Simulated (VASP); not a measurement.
# FeO (Wuestite): convergence with the SCF threshold and SCF solver

How sensitive are energy and pressure of FeO (Wuestite) to the SCF threshold and SCF solver? The series runs use LDA. The SCF threshold tried: EDIFF = 0.01; EDIFF = 0.001; EDIFF = 1E-04; EDIFF = 1E-05; EDIFF = 1E-06; EDIFF = 1E-08. The SCF solver tried: ALGO = Normal; ALGO = Fast; ALGO = VeryFast; ALGO = All; ALGO = Damped; AMIX = 0.1, BMIX = 0.01; AMIX = 0.8; IMIX = 1, AMIX = 0.2. The start is a cell from a database of measured crystal structures.

Main program and level: VASP 6.6.1; LDA, spin-polarised from a ferromagnetic start (one magnetic atom a cell); plane waves and PAW (Fe, O).

The database entry behind the starting cell differs from later determinations by our own check (inexact against later determinations), so it need not match the best structure at ambient conditions.

**1. Set-up**

Symmetry: Fm-3m, No. 225, cubic system. Conventional cell: a = 4.311 Å, b = 4.311 Å, c = 4.311 Å, α = 90.00°, β = 90.00°, γ = 90.00°. Nearest to Fe lie 6 O at 2.16 Å. O has 6 Fe at 2.16 Å nearest. Farther neighbours and most contacts between anions are not listed.

**2. SCF threshold: EDIFF = 0.01**

EDIFF stops the electronic loop; forces need it tighter than energies do. LDA, the lowest rung, knows the local density alone.

The input, INCAR:

```
SYSTEM = FeO
PREC = Accurate
ENCUT = 520
EDIFF = 0.01
NELM = 100
ISMEAR = -1
SIGMA = 0.05
LREAL = .FALSE.
ALGO = Normal
GGA = CA
NBANDS = 16
ISPIN = 2
MAGMOM = 3 0
LASPH = .TRUE.
LMAXMIX = 4
LORBIT = 11
LWAVE = .FALSE.
LCHARG = .FALSE.
KPAR = 2
ISIF = 2
```

The input, POSCAR:

```
FeO
1.0
    0.0000000000      2.1554000000      2.1554000000
    2.1554000000      0.0000000000      2.1554000000
    2.1554000000      2.1554000000      0.0000000000
Fe O
1 1
Direct
    0.0000000000      0.0000000000      0.0000000000
    0.5000000000      0.5000000000      0.5000000000
```

The input, KPOINTS:

```
Automatic mesh
0
Gamma
9 9 9
0 0 0
```

PAW data sets: Fe and O (PBE family, release 64).

Command:

```console
$ mpirun -np 2 vasp_std
```

What it wrote:

```text
[banner, memory and clock lines left out]
running    2 mpi-ranks, on    1 nodes
 distrk:  each k-point on    1 cores,    2 groups
 distr:  one band on    1 cores,    1 groups

 POSCAR found type information on POSCAR FeO
 POSCAR found :  2 types and       2 ions
|                                                                             |
|               ----> ADVICE to this user running VASP <----                  |
|                                                                             |
|     You enforced a specific xc type in the INCAR file but a different       |
|     [... a line on the potential file left out ...]
|     I HOPE YOU KNOW WHAT YOU ARE DOING!                                     |
|                                                                             |

 LDA part: xc-table for (Slater(with rela. corr.)+CA(PZ))
 , standard interpolation
 POSCAR, INCAR and KPOINTS ok, starting setup
 FFT: planning ... GRIDC
 FFT: planning ... GRID_SOFT
 FFT: planning ... GRID
 WAVECAR not read
 entering main loop
       N       E                     dE             d eps       ncg     rms          rms(c)
DAV:   1     0.598694620451E+02    0.59869E+02   -0.68413E+03  2408   0.101E+03
DAV:   2    -0.151230885675E+02   -0.74993E+02   -0.64744E+02  2416   0.213E+02
DAV:   3    -0.188092070469E+02   -0.36861E+01   -0.36042E+01  2752   0.501E+01
DAV:   4    -0.188352306196E+02   -0.26024E-01   -0.26019E-01  2664   0.412E+00
DAV:   5    -0.188354425694E+02   -0.21195E-03   -0.21195E-03  2224   0.416E-01    0.163E+01
DAV:   6    -0.173817365696E+02    0.14537E+01   -0.16840E+01  2800   0.626E+01    0.187E+01
DAV:   7    -0.164999590767E+02    0.88178E+00   -0.47489E+00  2704   0.422E+01    0.918E+00
DAV:   8    -0.164895890763E+02    0.10370E-01   -0.24869E-01  3008   0.642E+00    0.533E+00
DAV:   9    -0.164507115938E+02    0.38877E-01   -0.20047E-01  3376   0.778E+00    0.241E+00
DAV:  10    -0.164546346468E+02   -0.39231E-02   -0.46585E-02  2592   0.481E+00
   1 F= -.16454635E+02 E0= -.16447978E+02  d E =-.133126E-01  mag=     4.0025
```

Wall time 3.8 s (2 MPI ranks of Intel Xeon 6975P-C (Granite Rapids), shared host); peak memory 0.26 GiB.

The logs omit lines about the potential files and the build; timing stands in the text.

Parts of OUTCAR (step 2):

```text
ion  position               nearest neighbor table
   1  0.000  0.000  0.000-   2 2.16   2 2.16   2 2.16   2 2.16   2 2.16   2 2.16
   2  0.500  0.500  0.500-   1 2.16   1 2.16   1 2.16   1 2.16   1 2.16   1 2.16

  LATTYP: Found a face centered cubic cell.
 ALAT       =     4.3108000000

 Subroutine GETGRP returns: Found 48 space group operations
 (whereof 48 operations were pure point group operations)

The static configuration has the point symmetry O_h .

 Found     35 irreducible k-points:

   k-points           NKPTS =     35   k-points in BZ     NKDIM =     35   number of bands    NBANDS=     16

   dimension x,y,z NGX =    24 NGY =   24 NGZ =   24
   dimension x,y,z NGXF=    48 NGYF=   48 NGZF=   48

   ENCUT  =  520.0 eV  38.22 Ry    6.18 a.u.   5.67  5.67  5.67*2*pi/ulx,y,z

   NELECT =      14.0000    total number of electrons

 k-points in reciprocal lattice and weights: Automatic mesh
   0.00000000  0.00000000  0.00000000       0.001
   0.11111111  0.00000000  0.00000000       0.011
   0.22222222  0.00000000  0.00000000       0.011
   0.33333333  0.00000000  0.00000000       0.011
   0.44444444  0.00000000  0.00000000       0.011
   0.11111111  0.11111111  0.00000000       0.008
   0.22222222  0.11111111  0.00000000       0.033
   0.33333333  0.11111111  0.00000000       0.033
   0.44444444  0.11111111  0.00000000       0.033
[...]
-0.33333333  0.44444444  0.11111111       0.033
  -0.33333333  0.44444444  0.22222222       0.033

 average (electrostatic) potential at core
       1 -43.8767       2 -70.2484

 E-fermi :   5.6118

 spin component 1
 k-point     1 :       0.0000    0.0000    0.0000
  band No.  band energies     occupation
    ...
      5       2.0690      1.00000
      6       2.0690      1.00000
      7       2.0690      1.00000
      8       2.3377      1.00000
      9       2.3377      1.00000
     10       5.9309      0.00169
     11      21.0895      0.00000
     12      22.6944      0.00000
     13      22.6944      0.00000
     14      22.6944      0.00000
    ...

 k-point     2 :       0.1111    0.0000    0.0000
  band No.  band energies     occupation
    ...
      5       2.1877      1.00000
      6       2.1877      1.00000
      7       2.4743      1.00000
      8       3.2582      1.00000
      9       3.2582      1.00000
     10       6.7378      0.00000
     11      19.2499      0.00000
     12      22.2686      0.00000
     13      22.2686      0.00000
     14      23.4490      0.00000
    ...

 k-point     3 :       0.2222    0.0000    0.0000
  band No.  band energies     occupation
    ...
      5       2.4214      1.00000
      6       2.4214      1.00000
      7       2.7610      1.00000
      8       4.2791      1.00000
      9       4.2792      1.00000
     10       8.2074      0.00000
     11      16.8078      0.00000
     12      20.7916      0.00000
     13      20.7916      0.00000
     14      23.9690      0.00000
    ...

 k-point     4 :       0.3333    0.0000    0.0000
  band No.  band energies     occupation
    ...
      5       2.6993      1.00000
      6       2.6993      1.00000
      7       3.1124      1.00000
      8       5.0965      0.99997
      9       5.0966      0.99997
     10       9.3674      0.00000
     11      15.0018      0.00000
     12      19.2243      0.00000
     13      19.2243      0.00000
     14      24.4937      0.00000
    ...

 k-point     5 :       0.4444    0.0000    0.0000
  band No.  band energies     occupation
    ...
      5       2.8885      1.00000
      6       2.8885      1.00000
      7       3.4074      1.00000
      8       5.5620      0.73020
      9       5.5620      0.73009
     10       9.7717      0.00000
     11      14.2570      0.00000
     12      18.2971      0.00000
     13      18.2971      0.00000
     14      25.0419      0.00000
    ...

 k-point     6 :       0.1111    0.1111    0.0000
  band No.  band energies     occupation
    ...
      5       1.9528      1.00000
      6       2.3840      1.00000
      7       2.7484      1.00000
      8       2.7485      1.00000
      9       3.3470      1.00000
     10       7.0826      0.00000
     11      19.3956      0.00000
     12      21.6259      0.00000
     13      21.6260      0.00000
     14      22.7078      0.00000
    ...

  Total       -1.7064661     -1.7064661     -1.7064661      0.0000000      0.0000000      0.0000000
  in kB     -136.5194797   -136.5194797   -136.5194797      0.0000000      0.0000000      0.0000000
  external PRESSURE =    -136.5194797 kB  Pullay stress =       0.0000000 kB

  energy-cutoff  :      520.00
  volume of cell :       20.03
      direct lattice vectors                 reciprocal lattice vectors
     0.000000000  2.155400000  2.155400000    -0.231975503  0.231975503  0.231975503
     2.155400000  0.000000000  2.155400000     0.231975503 -0.231975503  0.231975503
     2.155400000  2.155400000  0.000000000     0.231975503  0.231975503 -0.231975503

 POSITION                                       TOTAL-FORCE (eV/Angst)
 -----------------------------------------------------------------------------------
      0.00000      0.00000      0.00000         0.000000      0.000000      0.000000
      2.15540      2.15540      2.15540        -0.000000     -0.000000     -0.000000
 -----------------------------------------------------------------------------------
    total drift:                                0.000000     -0.000000      0.000000

  FREE ENERGIE OF THE ION-ELECTRON SYSTEM (eV)
  ---------------------------------------------------
  free  energy   TOTEN  =       -16.4546346468 eV

  energy  without entropy=      -16.4413220129  energy(sigma->0) =      -16.44797833

 total charge
# of ion       s       p       d       tot
------------------------------------------
    1        0.295   0.365   6.130   6.790
    2        1.543   3.387   0.000   4.929
--------------------------------------------------
tot          1.837   3.752   6.130  11.719

 magnetization (x)
# of ion       s       p       d       tot
------------------------------------------
    1        0.024   0.021   3.497   3.543
    2        0.030   0.286   0.000   0.317
--------------------------------------------------
tot          0.055   0.307   3.497   3.860

[... 6 further parts left out ...]
```

The cell holds one magnetic atom, so no antiferromagnetic order fits into it. The k-mesh is coarse for a metal. The PAW data sets were made with PBE, though LDA sets exist; this is a small mismatch. Oxides and halides of Fe are often magnetic insulators, and a metal at this level, without U or exact exchange, may be an artefact.

Numbers from this step:

```yaml
scf_cycles: 10
electrons: 14
bands: 16
irreducible_k_points: 35
symmetry_operations: 48
free_energy_toten: -16.45 eV
energy_at_zero_smearing: -16.45 eV
fermi_energy: 5.612 eV
pressure: -13.65 GPa
moment_of_the_cell_from_the_last_line_of_the_log: 4.003 μB
metallic: yes
```

Spin moment in the PAW sphere by atom:

```
atom  spin moment in the PAW sphere (μB)
 Fe1                                3.54
  O2                                0.32
```

The series starts at -8.2240 eV an atom and -13.65 GPa, after 10 cycles in 3.8 s.

**3. SCF threshold: EDIFF = 0.001**

INCAR: that of step 2 with these lines changed.

```diff
@@ -3,3 +3,3 @@
 ENCUT = 520
-EDIFF = 0.01
+EDIFF = 0.001
 NELM = 100
```

POSCAR is that of step 2.

KPOINTS is that of step 2.

Command:

```console
$ mpirun -np 2 vasp_std
```

What it wrote:

```text
[banner, memory and clock lines left out]
running    2 mpi-ranks, on    1 nodes
[...]
[... a notice as in an earlier step ...]

 LDA part: xc-table for (Slater(with rela. corr.)+CA(PZ))
 , standard interpolation
 POSCAR, INCAR and KPOINTS ok, starting setup
[...]
entering main loop
       N       E                     dE             d eps       ncg     rms          rms(c)
[... 4 cycles as in an earlier step ...]
DAV:   5    -0.188354741073E+02   -0.24349E-03   -0.24349E-03  2768   0.416E-01    0.163E+01
DAV:   6    -0.173821141177E+02    0.14534E+01   -0.16846E+01  2800   0.626E+01    0.187E+01
DAV:   7    -0.164999631091E+02    0.88215E+00   -0.47507E+00  2704   0.422E+01    0.918E+00
DAV:   8    -0.164896134045E+02    0.10350E-01   -0.24900E-01  3008   0.643E+00    0.533E+00
DAV:   9    -0.164508428127E+02    0.38771E-01   -0.20216E-01  3472   0.778E+00    0.241E+00
DAV:  10    -0.164548482701E+02   -0.40055E-02   -0.48635E-02  3200   0.481E+00    0.373E-01
DAV:  11    -0.164547121643E+02    0.13611E-03   -0.78058E-03  2840   0.880E-01
   1 F= -.16454712E+02 E0= -.16448769E+02  d E =-.118857E-01  mag=     3.9792
```

Run time: 4 s. Hardware: 2 MPI ranks; peak memory 0.26 GiB.

OUTCAR, selected parts (step 3):

```text
  Total       -1.7434233     -1.7434233     -1.7434233      0.0000000     -0.0000000      0.0000000
  in kB     -139.4761004   -139.4761004   -139.4761004      0.0000000     -0.0000000      0.0000000
  external PRESSURE =    -139.4761004 kB  Pullay stress =       0.0000000 kB

  FREE ENERGIE OF THE ION-ELECTRON SYSTEM (eV)
  ---------------------------------------------------
  free  energy   TOTEN  =       -16.4547121643 eV

  energy  without entropy=      -16.4428264624  energy(sigma->0) =      -16.44876931

 magnetization (x)
# of ion       s       p       d       tot
------------------------------------------
    1        0.024   0.021   3.527   3.572
    2        0.030   0.285   0.000   0.315
--------------------------------------------------
tot          0.055   0.305   3.527   3.887

[... 3 parts as in an earlier step ...]

[... 1 further part left out ...]
[key lines of the parts left out:]
E-fermi :   5.6671
```

Against the run before the energy moves by -0.40 meV an atom and the pressure by -0.30 GPa, after 11 cycles in 4 s.

**4. SCF threshold: EDIFF = 1E-04**

INCAR: that of step 3 with these lines changed.

```diff
@@ -3,3 +3,3 @@
 ENCUT = 520
-EDIFF = 0.001
+EDIFF = 1E-04
 NELM = 100
```

POSCAR is that of step 3.

KPOINTS is that of step 3.

Command:

```console
$ mpirun -np 2 vasp_std
```

What it wrote:

```text
[... set-up lines as in an earlier step ...]
 entering main loop
       N       E                     dE             d eps       ncg     rms          rms(c)
[... 4 cycles as in an earlier step ...]
DAV:   5    -0.188354746278E+02   -0.24401E-03   -0.24401E-03  2800   0.416E-01    0.163E+01
DAV:   6    -0.173821045243E+02    0.14534E+01   -0.16846E+01  2800   0.626E+01    0.187E+01
DAV:   7    -0.164999639715E+02    0.88214E+00   -0.47506E+00  2704   0.422E+01    0.918E+00
DAV:   8    -0.164896111023E+02    0.10353E-01   -0.24898E-01  3000   0.643E+00    0.533E+00
DAV:   9    -0.164508447046E+02    0.38766E-01   -0.20219E-01  3472   0.778E+00    0.241E+00
DAV:  10    -0.164548522597E+02   -0.40076E-02   -0.48633E-02  3200   0.481E+00    0.373E-01
DAV:  11    -0.164547120030E+02    0.14026E-03   -0.78043E-03  2872   0.880E-01    0.911E-02
DAV:  12    -0.164547192468E+02   -0.72438E-05   -0.22264E-04  2544   0.264E-01
   1 F= -.16454719E+02 E0= -.16448680E+02  d E =-.120783E-01  mag=     3.9836
```

Wall time 4.4 s (2 MPI ranks); peak memory 0.27 GiB; 7.5 s of CPU time.

OUTCAR, selected parts (step 4):

```text
  Total       -1.8377346     -1.8377346     -1.8377346     -0.0000000      0.0000000     -0.0000000
  in kB     -147.0211253   -147.0211253   -147.0211253     -0.0000000      0.0000000     -0.0000000
  external PRESSURE =    -147.0211253 kB  Pullay stress =       0.0000000 kB

 POSITION                                       TOTAL-FORCE (eV/Angst)
 -----------------------------------------------------------------------------------
      0.00000      0.00000      0.00000         0.000000      0.000000      0.000000
      2.15540      2.15540      2.15540         0.000000      0.000000      0.000000
 -----------------------------------------------------------------------------------
    total drift:                                0.000000     -0.000000      0.000000

  FREE ENERGIE OF THE ION-ELECTRON SYSTEM (eV)
  ---------------------------------------------------
  free  energy   TOTEN  =       -16.4547192468 eV

  energy  without entropy=      -16.4426409743  energy(sigma->0) =      -16.44868011

 magnetization (x)
# of ion       s       p       d       tot
------------------------------------------
    1        0.024   0.021   3.525   3.570
    2        0.030   0.283   0.000   0.313
--------------------------------------------------
tot          0.055   0.304   3.525   3.884

[... 2 parts as in an earlier step ...]

[... 1 further part left out ...]
[key lines of the parts left out:]
E-fermi :   5.6649
```

Against the run before the energy moves by +0.04 meV an atom and the pressure by -0.75 GPa, after 12 cycles in 4.4 s.

**5. SCF threshold: EDIFF = 1E-05**

INCAR: that of step 4 with these lines changed.

```diff
@@ -3,3 +3,3 @@
 ENCUT = 520
-EDIFF = 1E-04
+EDIFF = 1E-05
 NELM = 100
```

POSCAR is that of step 4.

KPOINTS is that of step 4.

Command:

```console
$ mpirun -np 2 vasp_std
```

What it wrote:

```text
[... set-up lines as in an earlier step ...]
 entering main loop
       N       E                     dE             d eps       ncg     rms          rms(c)
[... 11 cycles as in an earlier step ...]
DAV:  12    -0.164547196617E+02   -0.76587E-05   -0.22679E-04  2992   0.264E-01    0.607E-02
DAV:  13    -0.164547435361E+02   -0.23874E-04   -0.28655E-05  2544   0.634E-02    0.627E-02
DAV:  14    -0.164547279085E+02    0.15628E-04   -0.35972E-05  1952   0.109E-01    0.151E-02
DAV:  15    -0.164547269871E+02    0.92146E-06   -0.43620E-06  1160   0.256E-02
   1 F= -.16454727E+02 E0= -.16448721E+02  d E =-.120126E-01  mag=     3.9877
```

The job ended after 5 s (2 MPI ranks; peak memory 0.26 GiB; 8.9 s of CPU time).

OUTCAR, selected parts (step 5):

```text
  Total       -1.8898126     -1.8898126     -1.8898126     -0.0000000      0.0000000      0.0000000
  in kB     -151.1874348   -151.1874348   -151.1874348     -0.0000000      0.0000000      0.0000000
  external PRESSURE =    -151.1874348 kB  Pullay stress =       0.0000000 kB

 POSITION                                       TOTAL-FORCE (eV/Angst)
 -----------------------------------------------------------------------------------
      0.00000      0.00000      0.00000        -0.000000     -0.000000      0.000000
      2.15540      2.15540      2.15540         0.000000      0.000000      0.000000
 -----------------------------------------------------------------------------------
    total drift:                                0.000000     -0.000000      0.000000

  FREE ENERGIE OF THE ION-ELECTRON SYSTEM (eV)
  ---------------------------------------------------
  free  energy   TOTEN  =       -16.4547269871 eV

  energy  without entropy=      -16.4427144369  energy(sigma->0) =      -16.44872071

 magnetization (x)
# of ion       s       p       d       tot
------------------------------------------
    1        0.024   0.021   3.526   3.571
    2        0.030   0.283   0.000   0.314
--------------------------------------------------
tot          0.055   0.304   3.526   3.885

[... 2 parts as in an earlier step ...]

[... 1 further part left out ...]
[key lines of the parts left out:]
E-fermi :   5.6697
```

Against the run before the energy moves by -0.02 meV an atom and the pressure by -0.42 GPa, after 15 cycles in 5 s.

**6. SCF threshold: EDIFF = 1E-06**

INCAR: that of step 5 with these lines changed.

```diff
@@ -3,3 +3,3 @@
 ENCUT = 520
-EDIFF = 1E-05
+EDIFF = 1E-06
 NELM = 100
```

POSCAR is that of step 5.

KPOINTS is that of step 5.

Command:

```console
$ mpirun -np 2 vasp_std
```

What it wrote:

```text
[... set-up lines as in an earlier step ...]
 entering main loop
       N       E                     dE             d eps       ncg     rms          rms(c)
[... 12 cycles as in an earlier step ...]
DAV:  13    -0.164547435412E+02   -0.23879E-04   -0.28708E-05  2880   0.634E-02    0.628E-02
DAV:  14    -0.164547283377E+02    0.15203E-04   -0.39988E-05  3352   0.109E-01    0.154E-02
DAV:  15    -0.164547270395E+02    0.12982E-05   -0.44768E-06  2760   0.251E-02    0.403E-03
DAV:  16    -0.164547269878E+02    0.51703E-07   -0.65741E-07  1248   0.106E-02
   1 F= -.16454727E+02 E0= -.16448720E+02  d E =-.120149E-01  mag=     3.9879
```

It took 5.4 s on 2 MPI ranks; peak memory 0.26 GiB.

OUTCAR, selected parts (step 6):

```text
  Total       -1.8774945     -1.8774945     -1.8774945      0.0000000      0.0000000     -0.0000000
  in kB     -150.2019708   -150.2019708   -150.2019708      0.0000000      0.0000000     -0.0000000
  external PRESSURE =    -150.2019708 kB  Pullay stress =       0.0000000 kB

 POSITION                                       TOTAL-FORCE (eV/Angst)
 -----------------------------------------------------------------------------------
      0.00000      0.00000      0.00000         0.000000     -0.000000      0.000000
      2.15540      2.15540      2.15540        -0.000000      0.000000      0.000000
 -----------------------------------------------------------------------------------
    total drift:                                0.000000     -0.000000      0.000000

  FREE ENERGIE OF THE ION-ELECTRON SYSTEM (eV)
  ---------------------------------------------------
  free  energy   TOTEN  =       -16.4547269878 eV

  energy  without entropy=      -16.4427120406  energy(sigma->0) =      -16.44871951

 magnetization (x)
# of ion       s       p       d       tot
------------------------------------------
    1        0.024   0.021   3.526   3.571
    2        0.030   0.284   0.000   0.314
--------------------------------------------------
tot          0.055   0.304   3.526   3.885

[... 2 parts as in an earlier step ...]

[... 1 further part left out ...]
[key lines of the parts left out:]
E-fermi :   5.6692
```

Against the run before the energy stays within 0.01 meV an atom; the pressure moves by +0.10 GPa, after 16 cycles in 5.4 s.

[end of part 1 of 3]

[Lines on the potential files, build, host, timing and source positions are cut from VASP's logs without a mark.]

[Logs are printed without paths, hosts, clocks, repeated set-up lines and the standing remarks that a program may print on its own settings, such as how far it seeks lower states.]

[Hosts, paths, dates, database ids (printed as entryN), source tags and the programs' standing remarks are cut or masked in the printed files.]

[A measured line is paired with the nearest computed mode of its activity, which favours agreement.]
